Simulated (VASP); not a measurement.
An input for Quantum ESPRESSO's pw.x (written as the equivalent of a VASP run, and not itself run):

```
&CONTROL
  calculation = 'vc-relax'
  pseudo_dir = './pseudo'
  outdir = './out'
  tprnfor = .true.
  tstress = .true.
  nstep = 60
  forc_conv_thr = 0.00078
/
&SYSTEM
  ibrav = 0
  nat = 3
  ntyp = 2
  ecutwfc = 76
  occupations = 'smearing'
  smearing = 'methfessel-paxton'
  degauss = 0.00735
  input_dft = 'vdw-df-obk8'
/
&ELECTRONS
  conv_thr = 7.3e-08
  electron_maxstep = 100
/
&IONS
/
&CELL
/
ATOMIC_SPECIES
  Al 26.982 Al.upf
  Au 196.967 Au.upf
CELL_PARAMETERS angstrom
     0.0000000    3.0000000    3.0000000
     3.0000000    0.0000000    3.0000000
     3.0000000    3.0000000    0.0000000
ATOMIC_POSITIONS crystal
  Al   0.2500000  0.2500000  0.2500000
  Al   0.7500000  0.7500000  0.7500000
  Au   0.0000000  0.0000000  0.0000000
K_POINTS automatic
  8 8 8 0 0 0
```

Problem. Translate this input to VASP (INCAR, KPOINTS, POSCAR, choice of POTCAR).

Solution. This is not unique; one that fits is 
### POSCAR
```
AuAl2
1
    0.0000000000     3.0000000000     3.0000000000
    3.0000000000     0.0000000000     3.0000000000
    3.0000000000     3.0000000000     0.0000000000
Al Au
2 1
Direct
  0.2500000000   0.2500000000   0.2500000000
  0.7500000000   0.7500000000   0.7500000000
  0.0000000000   0.0000000000   0.0000000000
```

### KPOINTS
```
K-points
0
G
  8 8 8
```

INCAR:
```
AGGAC = 0.0
ALGO = Normal
EDIFF = 1E-6
EDIFFG = -0.02
ENCUT = 520
GGA = BO
IBRION = 2
ISIF = 3
ISMEAR = 1
LASPH = .TRUE.
LCHARG = .FALSE.
LMAXMIX = 6
LREAL = .FALSE.
LUSE_VDW = .TRUE.
LWAVE = .FALSE.
NELM = 100
NSW = 60
PARAM1 = 0.1833333333
PARAM2 = 0.22
PREC = Accurate
SIGMA = 0.1
SYSTEM = AuAl2
```

POTCAR, in this order: Al Au (PBE.64 set). Program: vasp_std.

What does not carry over: the potentials are each code's own (VASP's PAW set, PseudoDojo norm-conserving files in pw.x), so ENCUT and ecutwfc are chosen apart and not converted; conv_thr bounds pw.x's estimated SCF error, while EDIFF bounds the energy change between steps; forc_conv_thr acts on force components and is met together with etot_conv_thr.

The compound is AuAl2 in the fluorite structure. This run relaxes it. Symmetry was kept, so distortions that lower it aren't found. The start is the result of an earlier pass.
